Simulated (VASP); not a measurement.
Input:

```
GaSb
1.0
    0.00000     3.06114     3.06114
    3.06114     0.00000     3.06114
    3.06114     3.06114     0.00000
Ga Sb
1 1
Direct
  0.00000   0.00000   0.00000
  0.25000   0.25000   0.25000
```

All values below come from revTPSS meta-GGA, VASP's PBE PAW potentials (set 64) (plane waves; VASP). Run with 520 eV cut-off, 8×8×8 Γ-centred mesh, tetrahedra with Blöchl corrections, potentials Ga_d Sb.

Unless said otherwise, spin-orbit coupling is left out, though it shifts the bands of the heavy elements here.

Give the energies of bands 7 to 12 at the high-symmetry points, in eV from the valence-band maximum.

| band | Γ | X | U | L | W |
|---|---|---|---|---|---|
| 7 | 0.00 | -6.86 | -6.68 | -6.43 | -6.72 |
| 8 | 0.00 | -2.62 | -3.70 | -1.17 | -3.43 |
| 9 | 0.00 | -2.62 | -2.23 | -1.17 | -3.20 |
| 10 | 0.19 | 0.87 | 1.38 | 0.45 | 3.75 |
| 11 | 2.81 | 1.20 | 3.90 | 3.78 | 4.29 |
| 12 | 2.81 | 8.84 | 6.68 | 3.78 | 4.50 |

The gap is direct, 0.19 eV, from the valence maximum at Γ to the conduction minimum at Γ.

The compound is GaSb in the zinc blende structure. It was relaxed first.
